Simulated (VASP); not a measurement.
Method: AM05 GGA, VASP's PBE PAW potentials (set 64) (plane waves; VASP).

VASP input:

### INCAR
```
ALGO = Normal
EDIFF = 1E-7
ENCUT = 520
GGA = AM
ISIF = 2
ISMEAR = 0
LASPH = .True.
LCHARG = .False.
LMAXMIX = 6
LREAL = .False.
LWAVE = .False.
NELM = 100
PREC = Accurate
SIGMA = 0.05
SYSTEM = HfO2
```

File POSCAR:
```
HfO2
1
    0.0000000000     2.4588012902     2.4588012902
    2.4588012902     0.0000000000     2.4588012902
    2.4588012902     2.4588012902     0.0000000000
Hf O
1 2
Direct
  0.0000000000   0.0000000000   0.0000000000
  0.2500000000   0.2500000000   0.2500000000
  0.7500000000   0.7500000000   0.7500000000
```

File KPOINTS:
```
kpoints
0
gamma
  8 8 8
```

POTCAR, in this order: Hf_pv O (PBE.64 set). Program: vasp_std.

The resulting files:

**OSZICAR**
```
       N       E                     dE             d eps       ncg     rms          rms(c)
DAV:   1     0.102161555871E+03    0.10216E+03   -0.13055E+04   870   0.147E+03
DAV:   2    -0.323111922488E+02   -0.13447E+03   -0.13030E+03  1108   0.323E+02
DAV:   3    -0.358191068918E+02   -0.35079E+01   -0.35060E+01  1108   0.519E+01
DAV:   4    -0.358359282929E+02   -0.16821E-01   -0.16820E-01  1101   0.392E+00
DAV:   5    -0.358360539577E+02   -0.12566E-03   -0.12566E-03  1108   0.306E-01    0.605E+01
DAV:   6    -0.309386430783E+02    0.48974E+01   -0.24440E+01   947   0.368E+01    0.500E+01
DAV:   7    -0.308461345889E+02    0.92508E-01   -0.62746E-01  1129   0.767E+00    0.296E+01
DAV:   8    -0.308280412706E+02    0.18093E-01   -0.10955E-01  1080   0.365E+00    0.440E+00
DAV:   9    -0.308222132340E+02    0.58280E-02   -0.22973E-02  1073   0.137E+00    0.170E+00
DAV:  10    -0.308222660242E+02   -0.52790E-04   -0.34979E-03  1031   0.484E-01    0.338E-01
DAV:  11    -0.308222534922E+02    0.12532E-04   -0.22658E-04  1045   0.133E-01    0.211E-01
DAV:  12    -0.308222665420E+02   -0.13050E-04   -0.53831E-05  1088   0.554E-02    0.335E-02
DAV:  13    -0.308222674417E+02   -0.89975E-06   -0.21919E-06  1115   0.123E-02    0.148E-02
DAV:  14    -0.308222674893E+02   -0.47524E-07   -0.30132E-07   960   0.483E-03
   1 F= -.30822267E+02 E0= -.30822267E+02  d E =-.315311E-17
```

### OUTCAR
```
------------------------ aborting loop because EDIFF is reached ----------------------------------------
  FORCE on cell =-STRESS in cart. coord.  units (eV):
  Direction    XX          YY          ZZ          XY          YZ          ZX
  --------------------------------------------------------------------------------------
  Total        3.4985125      3.4985125      3.4985125     -0.0000000      0.0000000      0.0000000
  in kB      188.5357545    188.5357545    188.5357545     -0.0000000      0.0000000      0.0000000
  external PRESSURE =     188.5357545 kB  Pullay stress =       0.0000000 kB
  volume of cell :       29.73
      direct lattice vectors                 reciprocal lattice vectors
     0.000000000  2.458801290  2.458801290    -0.203351122  0.203351122  0.203351122
     2.458801290  0.000000000  2.458801290     0.203351122 -0.203351122  0.203351122
     2.458801290  2.458801290  0.000000000     0.203351122  0.203351122 -0.203351122
 POSITION                                       TOTAL-FORCE (eV/Angst)
 -----------------------------------------------------------------------------------
      0.00000      0.00000      0.00000        -0.000000      0.000000      0.000000
      1.22940      1.22940      1.22940        -0.000000     -0.000000      0.000000
      3.68820      3.68820      3.68820         0.000000     -0.000000     -0.000000
 -----------------------------------------------------------------------------------
    total drift:                                0.000000      0.000000      0.000000
  FREE ENERGIE OF THE ION-ELECTRON SYSTEM (eV)
  ---------------------------------------------------
  free  energy   TOTEN  =       -30.8222674893 eV

  energy  without entropy=      -30.8222674893  energy(sigma->0) =      -30.82226749
```
(Selected blocks of OUTCAR.)

The compound is HfO2 in the fluorite structure, the high-temperature cubic form, which is unstable at 0 K; the monoclinic form is the stable one. This cell is one point of a volume scan, at 0.94 of the reference volume.
